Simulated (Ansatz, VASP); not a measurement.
## ZnHgO2 in VASP and in Ansatz

```
Zn Hg O
1.0
     4.00922    0.00000    0.00000
     0.00000    4.00922    0.00000
     0.00000    0.00000    3.30459
Zn Hg O
1 1 2
Direct
  0.00000 0.00000 0.00000
  0.50000 0.50000 0.50000
  0.50000 0.00000 0.00000
  0.00000 0.50000 0.00000
```

The cell was built by a generator and needn't be a form met in nature.

Alike in both runs: task relaxation of cell and atoms; functional PBE; k mesh 5 × 5 × 6; occupations fermi-dirac, width 0.05 eV; no spin polarisation.

|  | VASP | Ansatz |
| --- | --- | --- |
| version | VASP 6.6.1 | Ansatz 0.2.0 |
| potentials or method | VASP PAW PBE potentials, release 54 (Zn, Hg, O) | Ansatz PAW |
| plane-wave cutoff (eV) | 900 | 420 |
| valence electrons in the cell | 36 | 44 |

```csv
,VASP,Ansatz,Ansatz less VASP
"gap on the k mesh at the Fermi level, each at its own relaxed structure (eV)",none,none,-
relaxed volume (Å³/atom),13.39,13.29,-0.097
relaxed cell length with the largest relative difference (Å),4.022,4.010,-0.0125
```

A gap of «none» marks a metal or a gap that the smearing closes. The two sets of potentials don't hold the same shells in valence.

Caveats: the plane-wave basis is chosen anew once the cell has moved, so the energies of steps on either side of that aren't comparable (Ansatz); the pressure holds a Pulay correction of +0.6 GPa for the finite cutoff (Ansatz). Spin-orbit coupling is left out, which matters for the levels of Hg.
